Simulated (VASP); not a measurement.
Data:

```
Al
1.0
    0.00000     2.06550     2.06550
    2.06550     0.00000     2.06550
    2.06550     2.06550     0.00000
Al
1
Cartesian
  0.00000   0.00000   0.00000
```

These are PBE GGA, VASP's PBE PAW potentials (set 64) (plane waves; VASP) values and carry that method's errors. Numerical set-up: 400 eV cut-off, 13×13×13 Monkhorst-Pack mesh, first-order Methfessel-Paxton smearing of 0.10 eV, potentials Al.

Give the stress tensor in GPa (positive for a compressed cell).

```
-4.55   0.00   0.00
 0.00  -4.55   0.00
 0.00   0.00  -4.55
```
The pressure is its mean diagonal, -4.55 GPa.

The compound is Al in the fcc structure. The cell was not relaxed at this level. The run is one of a series of settings (KPOINTS 13×13×13 Monkhorst-Pack mesh against the base run), some of them coarse on purpose.
